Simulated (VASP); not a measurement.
Data:

```xyz
4
Lattice="4.0846 0.0000 0.0000 0.0000 4.0846 0.0408 0.0000 0.0408 4.0846" Properties=species:S:1:pos:R:3 pbc="T T T"
Sc     0.0000     0.0000     0.0000
Al     0.0000     2.0627     2.0627
Al     2.0423     0.0204     2.0423
Al     2.0423     2.0423     0.0204
```

All values below come from r2SCAN meta-GGA, VASP's PBE PAW potentials (set 64) (plane waves; VASP). Settings: 480 eV cut-off, 8×8×8 Γ-centred mesh, first-order Methfessel-Paxton smearing of 0.10 eV, potentials Sc_sv Al.

Estimate the energy per atom (σ→0), band gap (on the k-mesh) with the smallest direct gap where there is one.

| Property | Result |
|---|---|
| band gap (on the k-mesh) | none (metal, semimetal or under 0.01 eV) |
| energy per atom (σ→0) | -8.376 eV/atom |

Total energies compare only between runs with the same potentials, cut-off and functional.

The compound is Al3Sc in the L1_2 structure. This cell was strained or had an atom moved on purpose.
